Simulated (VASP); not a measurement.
Input:

```yaml
crystal:
  lattice:
    - [1.42246, 0.82125, 3.92515]
    - [-1.42246, 0.82125, 3.92515]
    - [0.00000, -1.64251, 3.92515]
  atoms:
    - { symbol: Al, position: [0.00000, 0.00000, 0.00000] }
    - { symbol: Ru, position: [0.50000, 0.50000, 0.50000] }
```

These are PBEsol GGA, VASP's PBE PAW potentials (set 64) (plane waves; VASP) values and carry that method's errors. Settings: 400 eV cut-off, 17×17×17 Γ-centred mesh, tetrahedra with Blöchl corrections, potentials Al Ru_pv.

Q: What does the run give for the energy per atom (σ→0), band gap (on the k-mesh) with the smallest direct gap where there is one?

A: 
```json
{
  "band gap (on the k-mesh)": "none (metal, semimetal or under 0.01 eV)",
  "energy per atom (σ→0)": "-7.464 eV/atom"
}
```

The absolute energy has meaning only against runs of the same code, potentials and settings.

The structure was generated: AlRu was put into the CuPt type (R-3m), which need not be its known phase. It was relaxed first, which changed the volume by +7 %. The electron count is odd and the run is not spin-polarised, which forces a metal.
